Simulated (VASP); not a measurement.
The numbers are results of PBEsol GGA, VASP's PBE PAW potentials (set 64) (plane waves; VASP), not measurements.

Input for VASP

**KPOINTS**
```
Automatic mesh
0
Gamma
9 9 3
0 0 0
```

POSCAR:
```
C
1
    1.2307166181    -2.1316632181     0.0000000000
    1.2307166181     2.1316632181     0.0000000000
    0.0000000000    -0.0000000000     7.1929605768
C
4
Direct
  0.0000000000   0.0000000000   0.2500000000
  0.0000000000   0.0000000000   0.7500000000
  0.3333330000   0.6666670000   0.2500000000
  0.6666670000   0.3333330000   0.7500000000
```

**INCAR**
```
SYSTEM  =  C
PREC  =  Accurate; ENCUT  =  520; LREAL  =  .FALSE.
LASPH  =  .TRUE.
EDIFF  =  1E-6; NELM  =  100; ALGO  =  Normal
ISMEAR  =  0; SIGMA  =  0.05
GGA  =  PS
IBRION  =  2; NSW  =  60; ISIF  =  3
EDIFFG  =  -0.02
LWAVE  =  .FALSE.; LCHARG  =  .FALSE.
```

POTCAR, in this order: C (PBE.64 set). Program: vasp_std.

What VASP printed:

File OSZICAR:
```
       N       E                     dE             d eps       ncg     rms          rms(c)
DAV:   1     0.544566142462E+02    0.54457E+02   -0.82255E+03   576   0.122E+03
DAV:   2    -0.367129323460E+02   -0.91170E+02   -0.82763E+02   888   0.230E+02
DAV:   3    -0.409160986205E+02   -0.42032E+01   -0.41628E+01   740   0.501E+01
DAV:   4    -0.409671661688E+02   -0.51068E-01   -0.51045E-01   704   0.649E+00
DAV:   5    -0.409682598666E+02   -0.10937E-02   -0.10928E-02   732   0.939E-01    0.904E+00
DAV:   6    -0.391426380234E+02    0.18256E+01   -0.17949E+00   652   0.923E+00    0.525E+00
DAV:   7    -0.385524397854E+02    0.59020E+00   -0.20040E+00   660   0.985E+00    0.131E+00
DAV:   8    -0.385591255058E+02   -0.66857E-02   -0.70046E-02   648   0.179E+00    0.116E-01
DAV:   9    -0.385590375846E+02    0.87921E-04   -0.13157E-03   724   0.300E-01    0.693E-02
DAV:  10    -0.385592867825E+02   -0.24920E-03   -0.33285E-04   700   0.140E-01    0.333E-02
DAV:  11    -0.385592926320E+02   -0.58495E-05   -0.94112E-06   732   0.254E-02    0.486E-03
DAV:  12    -0.385592943901E+02   -0.17581E-05   -0.17189E-06   692   0.105E-02    0.363E-03
DAV:  13    -0.385592944779E+02   -0.87771E-07   -0.22445E-07   500   0.380E-03
   1 F= -.38559294E+02 E0= -.38558606E+02  d E =-.385593E+02
```

### OUTCAR
```
------------------------ aborting loop because EDIFF is reached ----------------------------------------
  FORCE on cell =-STRESS in cart. coord.  units (eV):
  Direction    XX          YY          ZZ          XY          YZ          ZX
  --------------------------------------------------------------------------------------
  Total       -0.0172842     -0.0172842     -0.0438538      0.0000000     -0.0000000      0.0000000
  in kB       -0.7337459     -0.7337456     -1.8616746      0.0000000     -0.0000000      0.0000000
  external PRESSURE =      -1.1097220 kB  Pullay stress =       0.0000000 kB
  volume of cell :       37.74
      direct lattice vectors                 reciprocal lattice vectors
     1.230716618 -2.131663218  0.000000000     0.406267367 -0.234558628  0.000000000
     1.230716618  2.131663218  0.000000000     0.406267367  0.234558628  0.000000000
     0.000000000  0.000000000  7.192960577     0.000000000  0.000000000  0.139024813
 POSITION                                       TOTAL-FORCE (eV/Angst)
 -----------------------------------------------------------------------------------
      0.00000      0.00000      1.79824        -0.000000     -0.000000     -0.000000
      0.00000      0.00000      5.39472         0.000000      0.000000      0.000000
      1.23072      0.71056      1.79824         0.000000      0.000000     -0.000000
      1.23072     -0.71056      5.39472        -0.000000     -0.000000     -0.000000
 -----------------------------------------------------------------------------------
    total drift:                                0.000000     -0.000000      0.000000
  FREE ENERGIE OF THE ION-ELECTRON SYSTEM (eV)
  ---------------------------------------------------
  free  energy   TOTEN  =       -38.5592944779 eV

  energy  without entropy=      -38.5579176810  energy(sigma->0) =      -38.55860608

 reached required accuracy - stopping structural energy minimisation
```
(Selected blocks of OUTCAR.)

Without a dispersion term in the relaxation, distances and binding between the weakly bound layers, chains or molecules are unreliable, and so is what depends on them.

The compound is C in the graphite structure. It was relaxed first, which changed the volume by +7 %. The k-mesh is coarse (spacing up to 0.33 per Å, 2π included), so the numbers may not be converged in it. The start is the result of an earlier pass.
